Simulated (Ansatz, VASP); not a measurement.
# Zn2W (Zn2W in the AlB2 type) in two plane-wave programs, part 2 of 2

One calculation is typed for both programs; each brings its own data sets. How far apart do they land? The cell is generated by rule, not measured, and may not be a known phase. Of the first pair: The cell is taken from a series of runs on this material, whose earlier steps may have relaxed, scaled, displaced or heated it; both programs get it as it stands.

VASP 6.6.1 and Ansatz 0.2.0.

So far: Set-up; Ansatz: relaxation of cell and atoms, PBE, pair 1; VASP: relaxation of cell and atoms, PBE, pair 1; Side by side.

**5. VASP: relaxation of cell and atoms, PBE, pair 2**

Level of this step: PBE; plane waves and PAW (W, Zn); invented cell (VASP).

The relaxed volume is the usual yardstick between codes: in a stiff, nearly cubic crystal its relative difference is about their pressure difference at one cell divided by the bulk modulus. Its start cell is another than that of the pair before, and may be another structure of the material.

INCAR reads:

```
SYSTEM = Zn2W
PREC = Accurate
ENCUT = 600
EDIFF = 1E-07
NELM = 120
ISMEAR = 0
SIGMA = 0.1
LREAL = .FALSE.
ALGO = Normal
GGA = PE
NBANDS = 21
LASPH = .TRUE.
LORBIT = 11
LWAVE = .FALSE.
LCHARG = .FALSE.
ISIF = 3
IBRION = 2
NSW = 80
EDIFFG = -0.005
GGA_COMPAT = .FALSE.
NELMIN = 4
KPAR = 2
```

POSCAR reads:

```
Zn2W
1.0
    4.2957962931      0.0000035003      0.0000000000
   -2.1479010355      3.7202665466      0.0000000000
    0.0000000000      0.0000000000      2.7483147469
W Zn
1 2
Direct
    0.0000000000      0.0000000000      0.0000000000
    0.3333333333      0.6666666667      0.5000000000
    0.6666666667      0.3333333333      0.5000000000
```

KPOINTS reads:

```
Automatic mesh
0
Gamma
9 9 8
0 0 0
```

PAW data sets: W and Zn (PBE family, release 64).

Command:

```
$ mpirun -np 2 vasp_std
```

Numbers of over 12 decimals in the logs are rounded to 6 here.

The program printed:

```text
[... set-up lines as in an earlier step ...]
 entering main loop
       N       E                     dE             d eps       ncg     rms          rms(c)
DAV:   1     0.166292301066E+03    0.16629E+03   -0.15914E+04  2584   0.220E+03
DAV:   2    -0.321608210625E+01   -0.16951E+03   -0.16233E+03  2560   0.378E+02
DAV:   3    -0.149065042598E+02   -0.11690E+02   -0.11313E+02  2936   0.103E+02
DAV:   4    -0.151349286747E+02   -0.22842E+00   -0.22738E+00  2733   0.131E+01
[...]
DAV:  13    -0.141160366958E+02   -0.18361E-06   -0.98006E-07  2803   0.984E-03    0.149E-03
DAV:  14    -0.141160365677E+02    0.12801E-06   -0.31909E-08  1475   0.268E-03    0.503E-04
DAV:  15    -0.141160365296E+02    0.38107E-07   -0.13310E-08  1410   0.180E-03
   1 F= -.14116037E+02 E0= -.14110107E+02  d E =-.141160E+02
[...]
N       E                     dE             d eps       ncg     rms          rms(c)
DAV:   1    -0.141162056752E+02   -0.16911E-03   -0.25673E-03  2943   0.762E-01    0.942E-02
DAV:   2    -0.141160731003E+02    0.13257E-03   -0.57815E-04  2892   0.504E-01    0.412E-02
DAV:   3    -0.141160492006E+02    0.23900E-04   -0.34837E-05  3280   0.102E-01    0.201E-02
DAV:   4    -0.141160418435E+02    0.73571E-05   -0.56783E-06  3128   0.427E-02    0.871E-03
DAV:   5    -0.141160402164E+02    0.16271E-05   -0.19934E-06  3106   0.168E-02    0.144E-03
DAV:   6    -0.141160403078E+02   -0.91441E-07   -0.29735E-07  2281   0.596E-03
   2 F= -.14116040E+02 E0= -.14110113E+02  d E =-.377817E-05
 trial-energy change:   -0.000004  1 .order   -0.000008   -0.000019    0.000004
 step:   0.5904(harm=  0.8281)  dis= 0.00000  next Energy=   -14.116041 (dE=-0.485E-05)
 reached required accuracy - stopping structural energy minimisation
```

OUTCAR, selected parts (step 5):

```text
  Total       -0.0083193     -0.0083193     -0.0145571     -0.0000000      0.0000000      0.0000000
  in kB       -0.3032881     -0.3032880     -0.5306935     -0.0000000      0.0000000      0.0000000
  external PRESSURE =      -0.3790899 kB  Pullay stress =       0.0000000 kB

 POSITION                                       TOTAL-FORCE (eV/Angst)
 -----------------------------------------------------------------------------------
      4.29741      0.00000      2.74788         0.000000      0.000000      0.000000
     -0.00000      2.48111      1.37394         0.000000     -0.000000      0.000000
      2.14870      1.24056      1.37394        -0.000000      0.000000     -0.000000
 -----------------------------------------------------------------------------------
    total drift:                                0.000000      0.000000     -0.000000

  FREE ENERGIE OF THE ION-ELECTRON SYSTEM (eV)
  ---------------------------------------------------
  free  energy   TOTEN  =       -14.1160403078 eV

  energy  without entropy=      -14.1041861177  energy(sigma->0) =      -14.11011321

[... 2 parts as in an earlier step ...]

[... 2 further parts left out ...]
[key lines of the parts left out:]
E-fermi :   4.6293
```

**6. Ansatz: relaxation of cell and atoms, PBE, pair 2**

Its own start cell and the same functional, mesh and smearing now go to Ansatz, which takes its cutoff from its data sets.

The two relaxations start from unlike cells of this crystal, so only their ends are compared.

input.yaml reads:

```yaml
crystal:
  lattice:
    - [3.69917, 0.0, 0.0]
    - [-1.84959, 3.20358, 0.0]
    - [0.0, 0.0, 3.88413]
  atoms:
    - { symbol: W, position: [0.0, 0.0, 0.0] }
    - { symbol: Zn, position: [0.33333333, 0.66666667, 0.5] }
    - { symbol: Zn, position: [0.66666667, 0.33333333, 0.5] }
kpoints:
  mp_grid: { grid: [9, 9, 8] }
hamiltonian:
  xc: pbe
  pseudopotentials: { kind: paw, azcp: { folder: soft_1 } }
scf:
  occupations: { method: gaussian, width: 0.1 }
output:
  forces: true
  stress: true
  eigenvalues: true
relax:
  adjacent_minimum: "off"
  f_tol: 0.005
  max_steps: 80
  cell: { stress_tol: 0.05 }
```

Command:

```
$ ansatz run input.yaml --threads 4 --pin off --max-ram 12288MiB --backend cpu --events-out ev --progress --plain --runs-dir out
```

The program printed:

```text
[...]
Crystal: 3 atoms, lattice volume = 46.029 Å³
Basis set: ecut = 420 eV, 889 PW (Γ), exchange–correlation on 50×50×54 points (8 copies of the dense FFT grid, shifted against one another)
Bands: 23, of which v1, the nominal top of the filled ones, is band 19 counted from 1 (18 counted from 0)
Symmetry: 24 space group operations
[...]
k-points: 60 of 648
[...]
--- Relaxed structure (12 steps of the walk, 11 accepted, 2 SCFs on fresh bases) ---
[...]
cell:  # Å, volume = 44.0418 Å³
    - [4.295360, 3.352002354174934e-6, 0.0]
    - [-2.147683, 3.719889, 0.0]
    - [0.0, 0.0, 2.756357]
  atoms:
    - { symbol: W, position: [0, 0, 0.0] }
    - { symbol: Zn, position: [0.333333, 0.666667, 0.5] }
    - { symbol: Zn, position: [0.666667, 0.333333, 0.5] }
[key lines of the parts left out:]
SCF converged after 6 iterations
Free energy (F): -17022.897461 eV
Fermi energy:    15.352342 eV
P = ⅓ Tr σ = 0.0051 GPa (0.051 kbar)
```

**7. Side by side**

What differs besides the data sets and the points named for the pairs above, as far as they apply: the data sets hold 38 valence electrons in Ansatz (on its PAW soft_1 files) and 30 in VASP. Total energies have different zeros and are not compared.

The two programs side by side:

```csv
quantity,Ansatz,VASP,difference
volume (Å³),44.04,43.95,+0.21 %
"edge a after relaxation, in the typed setting (Å)",4.295,4.297,-0.05 %
"edge c after relaxation, in the typed setting (Å)",2.756,2.748,+0.31 %
```

**8. VASP: zone-centre phonons, PBE**

Second derivatives magnify differences that forces hide, and they need a tight electronic threshold.

INCAR reads:

```
SYSTEM = Zn2W
PREC = Accurate
ENCUT = 600
EDIFF = 1E-08
NELM = 120
ISMEAR = 1
SIGMA = 0.2
LREAL = .FALSE.
ALGO = Normal
GGA = PE
NBANDS = 21
LASPH = .TRUE.
LORBIT = 11
LWAVE = .FALSE.
LCHARG = .FALSE.
ISIF = 2
IBRION = 8
GGA_COMPAT = .FALSE.
KPAR = 2
```

POSCAR reads:

```
Zn2W
1.0
    4.2899918283      0.0000033478      0.0000000000
   -2.1449988135      3.7152402314      0.0000000000
    0.0000000000      0.0000000000      2.7628422975
W Zn
1 2
Direct
    0.0000000000      0.0000000000      0.0000000000
    0.3333333333      0.6666666667      0.5000000000
    0.6666666667      0.3333333333      0.5000000000
```

KPOINTS reads:

```
Automatic mesh
0
Gamma
4 4 6
0 0 0
```

Command:

```
$ mpirun -np 2 vasp_std
```

The program printed:

```text
[... set-up lines as in an earlier step ...]
 entering main loop
       N       E                     dE             d eps       ncg     rms          rms(c)
DAV:   1     0.173924162117E+03    0.17392E+03   -0.16321E+04   680   0.225E+03
DAV:   2    -0.205987946825E+01   -0.17598E+03   -0.16886E+03   677   0.383E+02
DAV:   3    -0.148643751942E+02   -0.12804E+02   -0.12282E+02   793   0.107E+02
DAV:   4    -0.151090729277E+02   -0.24470E+00   -0.24340E+00   727   0.132E+01
[...]
DAV:  14    -0.140747495803E+02    0.11877E-06   -0.25996E-08   695   0.145E-03    0.323E-04
DAV:  15    -0.140747495070E+02    0.73314E-07   -0.14176E-09   376   0.393E-04    0.154E-04
DAV:  16    -0.140747495110E+02   -0.39518E-08   -0.55069E-10   351   0.442E-04
   1 F= -.14074750E+02 E0= -.14068383E+02  d E =-.191005E-01
 Linear response reoptimize wavefunctions to high precision
DAV:   1    -0.140747495072E+02    0.37562E-08   -0.18108E-10   376   0.154E-04
DAV:   2    -0.140747495072E+02    0.42746E-10   -0.32369E-11   346   0.417E-05
 Linear response DOF=           4
 Linear response progress:
[...]
RMM:  10    -0.211937677391E+00    0.64623E-07    0.27627E-09  2962   0.601E-05    0.964E-06
RMM:  11    -0.211937614002E+00    0.63389E-07   -0.90047E-09  2936   0.239E-05    0.224E-06
RMM:  12    -0.211937604113E+00    0.98889E-08   -0.47693E-10  2442   0.100E-05    0.966E-07
 first order change of Fermi-energy   0.11518E-03
 force on displaced ion       2 direction 1 :  -8.641  -0.009   0.000
 Linear response progress:
  Degree of freedom:   4/  4
       N       E                     dE             d eps       ncg     rms          rms(c)
RMM:   1    -0.203541829841E+00   -0.20354E+00    0.22655E-02  1095   0.199E+00
RMM:   2    -0.202717236998E+00    0.82459E-03   -0.97715E-04  1038   0.379E-01    0.521E-02
RMM:   3    -0.202556539485E+00    0.16070E-03   -0.59911E-05  1307   0.597E-02    0.316E-02
RMM:   4    -0.202397678808E+00    0.15886E-03   -0.39989E-05  1260   0.443E-02    0.376E-03
[...]
RMM:   9    -0.202419435195E+00    0.41559E-06   -0.66160E-10  1328   0.937E-05    0.913E-06
RMM:  10    -0.202419384527E+00    0.50668E-07   -0.34051E-10  1303   0.362E-05    0.402E-06
RMM:  11    -0.202419386499E+00   -0.19725E-08   -0.34688E-09  1298   0.165E-05    0.127E-06
 first order change of Fermi-energy  -0.50852E-04
 force on displaced ion       2 direction 3 :   0.000  -0.000  -2.000
 Linear response finished
```

Parts of OUTCAR (step 8):

```text
  Total        0.1440108      0.1440108     -0.6646042     -0.0000000     -0.0000000      0.0000000
  in kB        5.2396948      5.2396948    -24.1809865     -0.0000000     -0.0000000      0.0000000
  external PRESSURE =      -4.5671990 kB  Pullay stress =       0.0000000 kB

 POSITION                                       TOTAL-FORCE (eV/Angst)
 -----------------------------------------------------------------------------------
      0.00000      0.00000      0.00000        -0.000000      0.000000      0.000000
     -0.00000      2.47683      1.38142         0.000000     -0.000000     -0.000000
      2.14499      1.23842      1.38142        -0.000000      0.000000      0.000000
 -----------------------------------------------------------------------------------
    total drift:                                0.000000      0.000000     -0.000000

[... 2 further parts left out ...]
```

**9. Ansatz: zone-centre phonons, PBE**

The same cell, functional, mesh and smearing now go to Ansatz, which takes its cutoff from its data sets.

The cell is taken from a series of runs on this material, whose earlier steps may have relaxed, scaled, displaced or heated it; both programs get it as it stands.

input.yaml reads:

```yaml
crystal:
  lattice:
    - [4.2899918283, 3.3478e-06, 0.0]
    - [-2.1449988135, 3.7152402314, 0.0]
    - [0.0, 0.0, 2.7628422975]
  atoms:
    - { symbol: W, position: [0.0, 0.0, 0.0] }
    - { symbol: Zn, position: [0.3333333333, 0.6666666667, 0.5] }
    - { symbol: Zn, position: [0.6666666667, 0.3333333333, 0.5] }
kpoints:
  mp_grid: { grid: [4, 4, 6] }
hamiltonian:
  xc: pbe
  pseudopotentials: { kind: paw, azcp: { folder: soft_1 } }
scf:
  occupations: { method: methfessel_paxton, width: 0.2 }
output:
  eigenvalues: true
phonons:
  method: dfpt
  qmesh: [2, 2, 2]
  temperatures: { t_max: 1000, t_step: 50 }
  qpath:
    path:
      - [[0.0, 0.0, 0.0], [0.5, 0.0, 0.0], [0.33333333, 0.33333333, 0.0], [0.0, 0.0, 0.0], [0.0, 0.0, 0.5], [0.5, 0.0, 0.5], [0.33333333, 0.33333333, 0.5], [0.0, 0.0, 0.5]]
      - [[0.5, 0.0, 0.5], [0.5, 0.0, 0.0]]
      - [[0.33333333, 0.33333333, 0.5], [0.33333333, 0.33333333, 0.0]]
    npoints: 10
```

Command:

```
$ ansatz run input.yaml --threads 4 --pin off --max-ram 12288MiB --backend cpu --events-out ev --progress --plain --runs-dir out
```

The program printed:

```text
[...]
largest difference from the sums on the solved wave vectors: F 8.72e-2 eV, S 1.19e-4 and C_V 3.23e-5 eV/K
  zero-point energy: 0.078037 eV/cell   skipped modes (ω ≤ 0): 3   left out of the sums: 4.68e-5 of the cell's modes: C_V's classical limit lies that fraction below 3 k_B per atom; for a crystal, a wire or a layer, F and S can be off by more, and a phonons.interpolated_qmesh denser along its periods is the remedy for the sampling
[key lines of the parts left out:]
SCF converged after 9 iterations
Free energy (F): -17022.857909 eV
Fermi energy:    15.331841 eV
```

**10. Differences**

What differs besides the data sets and the points named for the pairs above, as far as they apply: VASP's run holds the zone centre alone; the data sets hold 38 valence electrons in Ansatz (on its PAW soft_1 files) and 30 in VASP. Total energies have different zeros and are not compared.

Compared:

```csv
quantity,Ansatz,VASP,difference
optical mode 1 (cm⁻¹),88.4,84.2,+5.08 %
optical mode 2 (cm⁻¹),129.4,128.3,+0.88 %
optical mode 3 to 4 (cm⁻¹),164.2,163.3,+0.53 %
optical mode 5 to 6 (cm⁻¹),235.3,237.3,-0.85 %
```

Modes are paired by rising frequency, not by their patterns, so a pair may set unlike modes beside each other; they are those without the splitting of longitudinal modes.

**11. What came out**

| Item | Value |
| --- | --- |
| difference in edge c after relaxation, in the typed setting (relaxation of cell and atoms, PBE, pair 1) | 0.26 % |
| difference in edge c after relaxation, in the typed setting (relaxation of cell and atoms, PBE, pair 2) | 0.31 % |
| r.m.s. difference of the optical zone-centre modes, each program's sorted by frequency (zone-centre phonons, PBE) | 2.2 cm⁻¹ |
| difference in optical mode 1 (zone-centre phonons, PBE) | +5.1 % |

What this shows: The difference in edge c after relaxation, in the typed setting is 0.31 % (relaxation of cell and atoms, PBE, pair 2), within the 1.2 % picked in this series as the mark of a large difference, as far as the stopping tolerances let one tell. The data sets hold unlike numbers of valence electrons (38 in Ansatz and 30 in VASP), so part of the differences comes from the potentials. Among the rows given in per cent, the largest difference of the zone-centre phonons, PBE pair is in optical mode 1, +5.1 %. How closely two codes agree says nothing of how well the functional describes the real material.

[Lines on the potential files, build, host, timing and source positions are cut from VASP's logs without a mark.]

[Logs are printed without paths, hosts, clocks, repeated set-up lines and the standing remarks that a program may print on its own settings, such as how far it seeks lower states.]

[Hosts, paths, dates, database ids (printed as entryN), source tags and the programs' standing remarks are cut or masked in the printed files.]
